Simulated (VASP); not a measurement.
OSZICAR of a VASP run on Zn2SeS (space group P-4m2):

OSZICAR:
```
       N       E                     dE             d eps       ncg     rms          rms(c)
DAV:   1     0.211233563205E+03    0.21123E+03   -0.15034E+04  1320   0.162E+03
DAV:   2     0.330522184462E+01   -0.20793E+03   -0.20393E+03  1392   0.338E+02
DAV:   3    -0.146840196298E+02   -0.17989E+02   -0.17924E+02  1584   0.106E+02
DAV:   4    -0.150302535734E+02   -0.34623E+00   -0.34600E+00  1494   0.151E+01
DAV:   5    -0.150354515555E+02   -0.51980E-02   -0.51973E-02  1566   0.182E+00    0.876E+00
DAV:   6    -0.143195831022E+02    0.71587E+00   -0.19835E+00  1742   0.438E+01    0.663E+00
DAV:   7    -0.143297605644E+02   -0.10177E-01   -0.14219E+00  1422   0.732E+00    0.284E+00
DAV:   8    -0.143183690485E+02    0.11392E-01   -0.53539E-02  1796   0.342E+00    0.101E+00
DAV:   9    -0.143178835674E+02    0.48548E-03   -0.15327E-02  1806   0.211E+00    0.294E-01
DAV:  10    -0.143178963529E+02   -0.12785E-04   -0.91301E-04  1556   0.368E-01    0.199E-01
DAV:  11    -0.143179501287E+02   -0.53776E-04   -0.37790E-04  1862   0.126E-01    0.427E-02
DAV:  12    -0.143179638256E+02   -0.13697E-04   -0.67629E-05  1506   0.589E-02    0.280E-02
DAV:  13    -0.143179689182E+02   -0.50926E-05   -0.12001E-05  1756   0.423E-02    0.104E-02
DAV:  14    -0.143179692957E+02   -0.37747E-06   -0.23951E-06  1644   0.274E-02    0.635E-03
DAV:  15    -0.143179693045E+02   -0.88539E-08   -0.59765E-07  1572   0.504E-03
   1 F= -.14317969E+02 E0= -.14317969E+02  d E =0.000000E+00
```

Task: Which electronic solver shows in the log?

Result: It is blocked Davidson (ALGO = Normal, or the opening steps of other solvers). The INCAR had ALGO = Normal.

Task: Can the final energy be trusted as converged?

Result: The calculation finished and met its thresholds. It stopped with EDIFF = 1E-7, NELM = 100 (PBEsol GGA, plane waves, VASP's PBE PAW potentials (set 64)).

The structure comes from a computed database's Zn2SeS entry (P-4m2); how it stands against other phases isn't given here. It was relaxed first.
